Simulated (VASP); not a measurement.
A convergence study with VASP on ZnSe (zinc blende): one setting is varied, all else stays as given below, so the limit is that of these other settings. Each run relaxes cell and ions from the cell shown.

```yaml
crystal:
  lattice:
    - [0.00000, 2.83500, 2.83500]
    - [2.83500, 0.00000, 2.83500]
    - [2.83500, 2.83500, 0.00000]
  atoms:
    - { symbol: Zn, position: [0.00000, 0.00000, 0.00000] }
    - { symbol: Se, position: [0.25000, 0.25000, 0.25000] }
```

Computed with PBEsol GGA, VASP's PBE PAW potentials (set 64) (plane waves; VASP 6.6.1). The tightest run used: 550 eV cut-off, 12×12×12 Γ-centred mesh, Gaussian smearing of 0.050 eV, potentials Zn Se.

Gaps are read on the run's mesh, which can miss a band edge.

```
setting     relaxed volume (Å³/atom)  E (eV/atom)  gap on the mesh (eV)  irreducible k-points
----------  ------------------------  -----------  --------------------  --------------------
2×2×2 mesh                    24.663      -2.6533                 0.698                     3
3×3×3 mesh                    22.929      -3.2385                 1.095                     4
4×4×4 mesh                    22.565      -3.3503                 1.189                     8
```

Problem. These are the cheaper rows. Estimate the results at 12×12×12 mesh, and how far the last row shown lies from them.

Solution. 
```tsv
quantity	tightest run	last row shown is off by
relaxed volume (Å³/atom)	22.437	0.128
E (eV/atom)	-3.3871	0.0367
gap on the mesh (eV)	1.228	-0.038
```

Left out are rungs that failed or repeat a setting and relaxations that didn't move; long series are thinned to 24 rows.

The compound is ZnSe in the zinc blende structure.
